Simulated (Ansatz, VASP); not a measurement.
## DyCoSi2: VASP beside Ansatz

Aim: how closely do two programs agree when they are given the same cell, functional and k mesh?

Calculated with Ansatz 0.2.0; plane waves, with VASP 6.6.1 beside it; single point at PBEsol, DFT+U.

In doubt: a part-filled 4f shell, where there is one, can sit in one of many states, so energies may not be the lowest and differences between runs may mislead; derivatives with an open 4f shell can jump between states, which bears on forces and vibrations.

### Step 1. Set-up

It takes space group Cmcm (No. 63, orthorhombic). The conventional cell has a = 3.988 Å, b = 16.225 Å, c = 3.942 Å, α = 90.00°, β = 90.00°, γ = 90.00°. Nearest to Dy lie 10 Si at 2.89 to 3.13 Å and 4 Co at 2.96 Å. Co has 5 Si at 2.16 to 2.49 Å and 4 Dy at 2.96 Å nearest. Nearest to Si lie 4 Co at 2.43 to 2.49 Å and 4 Si at 2.80 Å and 4 Dy at 3.10 to 3.13 Å. Nearest to Si lie 2 Si at 2.16 Å and 1 Co at 2.16 Å and 6 Dy at 2.89 to 3.06 Å. Farther neighbours are not listed.

### Step 2. Ansatz: single point, PBEsol, DFT+U

Ansatz runs on its default PAW (the set named soft_2) files.

A single point gives forces, pressure and levels at one fixed geometry, so differences don't come from the geometry; what else differs is listed under the comparison.

input.yaml reads:

```yaml
crystal:
  lattice:
    - [1.994, -8.1125, 0.0]
    - [1.994, 8.1125, 0.0]
    - [0.0, 0.0, 3.942]
  atoms:
    - { symbol: Dy, position: [0.102, 0.898, 0.25], spin: 5.0 }
    - { symbol: Dy, position: [0.898, 0.102, 0.75], spin: -5.0 }
    - { symbol: Co, position: [0.66, 0.34, 0.75], spin: 2.0 }
    - { symbol: Co, position: [0.34, 0.66, 0.25], spin: -2.0 }
    - { symbol: Si, position: [0.252, 0.748, 0.75] }
    - { symbol: Si, position: [0.748, 0.252, 0.25] }
    - { symbol: Si, position: [0.473, 0.527, 0.25] }
    - { symbol: Si, position: [0.527, 0.473, 0.75] }
hamiltonian:
  xc: pbesol
  pseudopotentials: { kind: paw }
  hubbard:
    sites:
      - { species: Dy, l: f, u_eff: 1.0 }
      - { species: Co, l: d, u_eff: 1.0 }
magnetization:
  spin_polarized: true
kpoints:
  mp_grid: { grid: [5, 5, 4] }
scf:
  occupations: { method: gaussian, width: 0.05 }
  n_extra_bands: 15
output:
  forces: true
  stress: true
  eigenvalues: true
```

The run is started by

```
$ ansatz run input.yaml --threads 4 --pin off --max-ram 9216MiB --backend cpu --events-out ev --progress --plain --runs-dir out
```

Numbers of over 12 decimals in the logs are rounded to 6 here.

Output:

```text
basis.fft_grid_basis auto: the FFT boxes are laid along the combinations [[1, 1, 0], [0, 1, 0], [0, 0, 1]] of the cell's own vectors, 3.988, 8.354 and 3.942 Å long. The dense box has 27×60×27 points. Along the cell's own vectors, as sized, it would have 60×60×27, 2.22 times as many. Of the 4 symmetry operations that the crystal satisfies within crystal.symmetry.tolerance (time reversal apart; of a slab, those that ke [...]
Dy: projections on atomic orbitals take those of the free atom [Kr 4d10] 4f10 5s2 5p6 5d0 6s2, of charge +0.00 (hamiltonian.pseudopotentials.projection_atoms); the dataset's partial waves leave at most 3.1e-4 of an orbital's norm unspanned inside its sphere
Co: projections on atomic orbitals take those of the free atom [Ne] 3s2 3p6 3d7 4s2, of charge +0.00 (hamiltonian.pseudopotentials.projection_atoms); the dataset's partial waves leave at most 1.4e-6 of an orbital's norm unspanned inside its sphere
Si: projections on atomic orbitals take those of the free atom [Ne] 3s2 3p2, of charge +0.00 (hamiltonian.pseudopotentials.projection_atoms); the dataset's partial waves leave at most 6.1e-8 of an orbital's norm unspanned inside its sphere
scf.n_extra_bands = 15 over 45 filled bands (N_el = 90.0): the run solves 60 bands
Engine: ansatz 0.2.0, x86_64-unknown-linux-gnu
Pseudopotentials: kind: paw
Pseudopotential: Dy, paw, valence charge 20, recommended cutoff 420 eV (normal), Dy.paw.azcp
Pseudopotential: Co, paw, valence charge 17, recommended cutoff 420 eV (normal), Co.paw.azcp
Pseudopotential: Si, paw, valence charge 4, recommended cutoff 420 eV (normal), Si.paw.azcp
Functional definition: PBEsol
  exchange = pbesol_x
  correlation = pbesol_c
Crystal: 8 atoms, lattice volume = 127.534 Å³
Basis set: ecut = 420 eV, 2493 PW (Γ), FFT grids on a1+a2, a2, a3, exchange–correlation on 54×120×54 points (8 copies of the dense FFT grid, shifted against one another)
Bands: 60, of which v1, the nominal top of the filled ones, is band 45 counted from 1 (44 counted from 0)
Symmetry: 4 space group operations
Space group: Amm2 (ITA 38), of the structure as read, at distance tolerance 5.0e-5 Å
Magnetic group: BNS 63.460 (UNI 558), of the structure as read, at distance tolerance 5.0e-5 Å
k-points: 27 of 100 (time reversal used)
Non-local potential: Dy, projectors of the file, l = 0: 3, l = 1: 2, l = 2: 2, l = 3: 3
Non-local potential: Co, projectors of the file, l = 0: 3, l = 1: 2, l = 2: 3, l = 3: 1
Non-local potential: Si, projectors of the file, l = 0: 2, l = 1: 2, l = 2: 2
PAW form: soft (Blöchl's): semilocal exchange-correlation on the pseudo side does not see the compensation charge
PAW frozen core: Dy, regenerated for the run's functional, and the local potential with it (the file was generated under x = pbe(κ = 0.804, μ = 0.219515), c = pbe(β = 0.066725))
PAW frozen core: Co, regenerated for the run's functional, and the local potential with it (the file was generated under x = pbe(κ = 0.804, μ = 0.219515), c = pbe(β = 0.066725))
PAW frozen core: Si, regenerated for the run's functional, and the local potential with it (the file was generated under x = pbe(κ = 0.804, μ = 0.219515), c = pbe(β = 0.066725))
PAW one-centre angular grid: Dy, 590 points (default); XC on 64 Gauss nodes
PAW one-centre angular grid: Co, 590 points (default); XC on 64 Gauss nodes
PAW one-centre angular grid: Si, 110 points (default); XC on 64 Gauss nodes
Initial density: superposition of atomic densities (chi_scale 0.1, normalization cell, long waves kept (reshape's long-wave potential 0.13 eV rms))
Starting moments: Σ|m| = 14 μB on 4 of 8 sites
Starting magnetic order: antiferromagnet; an inversion exchanges its spin sublattices: spin-degenerate at every k-point
Initial wavefunctions: pseudopotential atomic-orbital guess
Functional: x = pbesol(κ = 0.804, μ = 0.123457), c = pbesol(β = 0.046)
SCF iter   1: F=—  HF=-33667.633169 eV  |F-HF|=—  |Δ(HF+E_count)|=         —  Δρ=7.74e-2 (↑7.74e-2 ↓7.74e-2)  dr2=3.32e1  dr2_m=4.06e-1  M=0.000 μB ∫|m|=12.976 μB  β_m=0.30  ethr=3.10e-3  ⟨swp⟩=6.2  Hψ=14647  notcnv=0  defer=3
Mixer restart at iter 1: flushing history
preconditioner: auto → Kerker (q_TF=auto, 2.574 Å⁻¹)  [metal: Δε(μ)=0.000 eV  Ē_g=8.556 eV  σ=0.050 eV  W_gap=0.00  n_scr=44 (ndim 8)  ℏωp=27.5 eV  f_vac=0.000  D(μ)=36.22/eV (n_scr^D=826)]
spin=Collinear: Kerker preconditioning applied to the charge; magnetization (m = ρ↑ − ρ↓) channel mixes plain (no charge-response kernel on spin).
SCF iter   2: F=—  HF=-33666.992900 eV  |F-HF|=—  |Δ(HF+E_count)|=   6.40e-1  Δρ=8.90e-2 (↑8.90e-2 ↓8.90e-2)  dr2=2.06e1  dr2_m=4.26e0  M=0.000 μB ∫|m|=11.271 μB  β_m=0.24  ethr=3.10e-3  ⟨swp⟩=3.3  Hψ=7131  notcnv=0  defer=250
SCF iter   3: F=—  HF=-33665.930457 eV  |F-HF|=—  |Δ(HF+E_count)|=    1.06e0  Δρ=3.79e-2 (↑3.79e-2 ↓3.79e-2)  dr2=5.55e0  dr2_m=1.31e0  M=0.000 μB ∫|m|=11.942 μB  β_m=0.14  ethr=3.10e-3  ⟨swp⟩=2.9  Hψ=5711  notcnv=0  defer=262
SCF iter   4: F=—  HF=-33666.039538 eV  |F-HF|=—  |Δ(HF+E_count)|=   1.09e-1  Δρ=3.63e-2 (↑3.63e-2 ↓3.63e-2)  dr2=3.83e0  dr2_m=1.21e0  M=0.000 μB ∫|m|=11.749 μB  β_m=0.17  ethr=3.10e-3  ⟨swp⟩=2.0  Hψ=3695  notcnv=0  defer=262
[...]
Symmetry: 1 space group operations
k-points: 51 of 100 (time reversal used)
Starting moments: Σ|m| = 16 μB on 4 of 8 sites
[...]
preconditioner: auto → Kerker (q_TF=auto, 2.574 Å⁻¹)  [metal: Δε(μ)=0.001 eV  Ē_g=8.655 eV  σ=0.050 eV  W_gap=0.01  n_scr=44 (ndim 8)  ℏωp=27.5 eV  f_vac=0.000  D(μ)=34.47/eV (n_scr^D=734)]
spin=Collinear: Kerker preconditioning applied to the charge; magnetization (m = ρ↑ − ρ↓) channel mixes plain (no charge-response kernel on spin).
[...]
SCF iter  52: F=—  HF=-33667.338584 eV  |F-HF|=—  |Δ(HF+E_count)|=   8.22e-5  Δρ=8.85e-4 (↑8.85e-4 ↓8.33e-4)  dr2=3.68e-3  dr2_m=4.79e-6  M=-0.000 μB ∫|m|=10.051 μB  β_m=0.39  ethr=1.58e-6  ⟨swp⟩=2.0  Hψ=7323  notcnv=0  defer=735  recentre
SCF iter  53: F=—  HF=-33667.338469 eV  |F-HF|=—  |Δ(HF+E_count)|=   1.15e-4  Δρ=1.18e-4 (↑7.36e-5 ↓1.18e-4)  dr2=2.90e-5  dr2_m=2.71e-6  M=0.002 μB ∫|m|=10.052 μB  β_m=0.68  ethr=1.58e-6  ⟨swp⟩=2.0  Hψ=6595  notcnv=0  defer=735
SCF iter  54: F=—  HF=-33667.338573 eV  |F-HF|=—  |Δ(HF+E_count)|=         —  Δρ=2.20e-4 (↑2.20e-4 ↓2.20e-4)  dr2=1.69e-4  dr2_m=1.28e-6  M=0.002 μB ∫|m|=10.053 μB  ethr=3.22e-8  ⟨swp⟩=2.0  Hψ=10356  notcnv=0  defer=735
Mixer restart at iter 54: flushing history
SCF iter  55: F=—  HF=-33667.346196 eV  |F-HF|=—  |Δ(HF+E_count)|=         —  Δρ=3.80e-5 (↑3.80e-5 ↓3.17e-5)  dr2=3.36e-6  dr2_m=3.32e-7  M=0.003 μB ∫|m|=10.064 μB  β_m=0.70  ethr=4.25e-10  ⟨swp⟩=3.0  Hψ=15432  notcnv=0  defer=727
SCF iter  56: F=—  HF=-33667.346203 eV  |F-HF|=—  |Δ(HF+E_count)|=   7.05e-6  Δρ=1.14e-4 (↑9.42e-5 ↓1.14e-4)  dr2=4.12e-5  dr2_m=4.78e-7  M=0.003 μB ∫|m|=10.064 μB  β_m=0.63  ethr=4.25e-10  ⟨swp⟩=3.1  Hψ=12874  notcnv=0  defer=727  recentre
SCF iter  57: F=—  HF=-33667.346204 eV  |F-HF|=—  |Δ(HF+E_count)|=   7.52e-7  Δρ=1.01e-4 (↑1.01e-4 ↓9.71e-5)  dr2=3.96e-5  dr2_m=2.22e-7  M=0.003 μB ∫|m|=10.064 μB  β_m=0.25  ethr=4.25e-10  ⟨swp⟩=3.8  Hψ=13519  notcnv=0  defer=727
SCF iter  58: F=—  HF=-33667.346212 eV  |F-HF|=—  |Δ(HF+E_count)|=   7.78e-6  Δρ=1.20e-4 (↑1.18e-4 ↓1.20e-4)  dr2=6.70e-5  dr2_m=3.95e-7  M=0.004 μB ∫|m|=10.065 μB  β_m=0.01  ethr=4.25e-10  ⟨swp⟩=3.1  Hψ=12621  notcnv=0  defer=727
SCF iter  59: F=—  HF=-33667.346214 eV  |F-HF|=—  |Δ(HF+E_count)|=   1.78e-6  Δρ=2.57e-5 (↑1.80e-5 ↓2.57e-5)  dr2=9.96e-7  dr2_m=2.05e-7  M=0.003 μB ∫|m|=10.065 μB  β_m=0.14  ethr=4.25e-10  ⟨swp⟩=2.9  Hψ=11327  notcnv=0  defer=727
SCF iter  60: F=—  HF=-33667.346229 eV  |F-HF|=—  |Δ(HF+E_count)|=   1.56e-5  Δρ=2.01e-5 (↑1.48e-5 ↓2.01e-5)  dr2=1.52e-7  dr2_m=1.86e-7  M=0.004 μB ∫|m|=10.066 μB  β_m=0.64  ethr=4.25e-10  ⟨swp⟩=3.0  Hψ=10208  notcnv=0  defer=728
an SCF from antiferromagnetic starting moments (5.00, -5.00, 3.00, -3.00, 0.00, 0.00, 0.00, 0.00 Bohr magnetons, atom by atom) was given up at its iteration 60, 23.35 meV above the state that the run had reached, since by an estimate from its pace it could not come under that state, or it stood over it at the last iteration that such an SCF is given: that state stands. To set out from that order, type those moments (crystal.atoms[].spin; where shells were raised to Hund's moment, beside crystal.symmetry.detect: false) under scf.lower_state_search: light
SCF converged after 60 iterations
Magnetization: -0.0002 μB (44.9999 up, 45.0001 down)
Absolute magnetization: 10.0533 μB (∫|ρ↑−ρ↓|, with the PAW one-centre terms)
Spin contamination: 5.0024 ħ² per cell (⟨S²⟩ above its minimum at these occupations)
Per-site moments (μB) at R_I (Å): [(4.843530, 1.192460), (-4.843594, 1.192460), (0.097129, 0.890144), (-0.097216, 0.890144), (-0.000584177, 1.003949), (0.000583025, 1.003949), (0.000923583, 0.889746), (-0.000924024, 0.889746)]
Free energy (F): -33667.369583 eV
Harris-Foulkes:  -33667.369583 eV  (|F-HF|=5.35e-8)
Internal energy: -33667.358333 eV  (E = F + TS)
E sigma→0 (E₀):  -33667.363958 eV
Entropy (-TS):   -0.011249 eV (-1.406 meV/atom)
Fermi energy:    13.668766 eV
--- Per-component energies (eV) ---
  E_band       = -473.649508
  E_kinetic    = 1838.406286
  E_local      = -14631.823017  (includes V_loc(G=0)·N_el)
  E_nonlocal   = 2542.851723
  E_hartree    = 6232.426658
  E_xc         = -912.447227
  E_vxc        = -1035.258568  (∫ρ·V_xc dr)
  E_hubbard    = 1.849930  (on-site DFT+U / exact-exchange correction)
  E_vhub       = -13.557487  (the Hubbard potential's part of the band-sum identity)
  E_paw        = -18552.727667  (= ΣΔE_a)
  E_vpaw       = -1639.121288  (= ΣTr[D̂ρ^β])
  E_aug_tail   = 0.000123  (compensation charges beyond the density's cutoff)
  E_ewald      = -10188.026043
  E_core_change = 2.130900  (= ΣΔE_core)
  E_smearing   = -0.011249  (= −TS)
  E_closure    = 0.000000  (closes the sum)
  Σ components = -33667.369583   (vs F -33667.369583, Δ=0.00e0)
--- Forces (eV/Å), atoms counted from 1 ---
  atom   1  Dy     0.00000000    -0.83705133     0.00000000
  atom   2  Dy     0.00000000     0.83703659     0.00000000
  atom   3  Co     0.00000000    -3.05553413     0.00000000
  atom   4  Co     0.00000000     3.05553298     0.00000000
  atom   5  Si     0.00000000     0.30895279     0.00000000
  atom   6  Si     0.00000000    -0.30893650     0.00000000
  atom   7  Si     0.00000000     2.79227125     0.00000000
  atom   8  Si     0.00000000    -2.79226912     0.00000000
  max |Σ_I F_I| component: 2.54e-6 eV/Å
--- Stress (GPa, compression-positive) ---
       -6.732818       0.000000       0.000000
        0.000000       2.542970       0.000000
        0.000000       0.000000       1.939627
  P = ⅓ Tr σ = -0.7501 GPa (-7.501 kbar)
--- Band table (eV; the first three rows and the last of 54) ---
  k-point 0 ↑: bands = [... 41 lower, 13.0713, 13.3045, 13.3320, 13.6495, 13.9736, 14.0990, 14.2394, 14.3443, ... 11 higher]
  k-point 1 ↑: bands = [... 41 lower, 12.8343, 12.9749, 13.8094, 13.9085, 14.0637, 14.1921, 14.3210, 14.4412, ... 11 higher]
  k-point 2 ↑: bands = [... 41 lower, 12.9541, 12.9656, 13.5382, 13.9788, 14.0990, 14.2848, 14.3184, 14.4741, ... 11 higher]
  k-point 26 ↓: bands = [... 41 lower, 12.8471, 12.8563, 13.0920, 13.2683, 13.9309, 13.9581, 14.3317, 14.5387, ... 11 higher]
Occupation matrices written to <dir>
```

Wall time 4.8 min (4 threads of AMD EPYC 7R13 (Zen 3), shared host); peak memory 1.8 GiB; 19 min of CPU time.

Reading the cycles: dr2 is the Hartree energy of the density residual (eV), the measure of convergence; HF is the Harris–Foulkes estimate of the energy, which meets the free energy F at convergence.

The run ends at a pressure of -0.75 GPa, with forces up to 3.1 eV/Å.

(Part 1 of 2 ends here.)

[Lines on the potential files, build, host, timing and source positions are cut from VASP's logs without a mark.]

[Logs are printed without paths, hosts, clocks, repeated set-up lines and the standing remarks that a program may print on its own settings, such as how far it seeks lower states.]

[Hosts, paths, dates, database ids (printed as entryN), source tags and the programs' standing remarks are cut or masked in the printed files.]
